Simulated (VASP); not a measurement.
Consider the following.

```xyz
5
Lattice="2.7477 0.0000 0.0000 -0.9159 2.5905 0.0000 0.0000 0.0000 26.2780" Properties=species:S:1:pos:R:3 pbc="T T T"
W      0.9159     1.2953     8.6520
W      0.0000     0.0000    10.8955
W      0.9159     1.2953    13.1390
W      0.0000     0.0000    15.3825
W      0.9159     1.2953    17.6260
```

All values below come from r2SCAN meta-GGA, VASP's PBE PAW potentials (set 64) (plane waves; VASP 6.6.1). Numerical set-up: PREC = Normal, EDIFF = 1E-5, 400 eV cut-off, 11×11×1 Γ-centred mesh, first-order Methfessel-Paxton smearing of 0.10 eV, potentials W_sv.

Problem. The ions are relaxed. What does this cell relax into?

Solution. 
```xyz
5
Lattice="2.7477 0.0000 0.0000 -0.9159 2.5905 0.0000 0.0000 0.0000 26.2780" Properties=species:S:1:pos:R:3 pbc="T T T"
W      0.9159     1.2953     8.7299
W      0.0000     0.0000    10.8933
W      0.9159     1.2953    13.1390
W      0.0000     0.0000    15.3847
W      0.9159     1.2953    17.5481
```

Problem. How much energy does the relaxation gain?

Solution. The energy (σ→0) changes by -10.9 meV/atom, in 9 ionic steps.

```
step  E(σ→0) (eV)  max force (eV/Å)  pressure (GPa)  volume (Å³)
----  -----------  ----------------  --------------  -----------
1       -253.5530             0.669           -4.24       187.05
2       -253.5962             0.153           -3.35       187.05
3       -253.5962             0.149           -3.34       187.05
4       -253.5999             0.127           -3.11       187.05
5       -253.6065             0.069           -2.45       187.05
6       -253.5978             0.191           -1.13       187.05
7       -253.6074             0.038           -2.21       187.05
8       -253.6073             0.045           -2.28       187.05
9       -253.6075             0.008           -2.23       187.05
```

The cell is a thin slab with vacuum, built from W (bcc): (110) face.
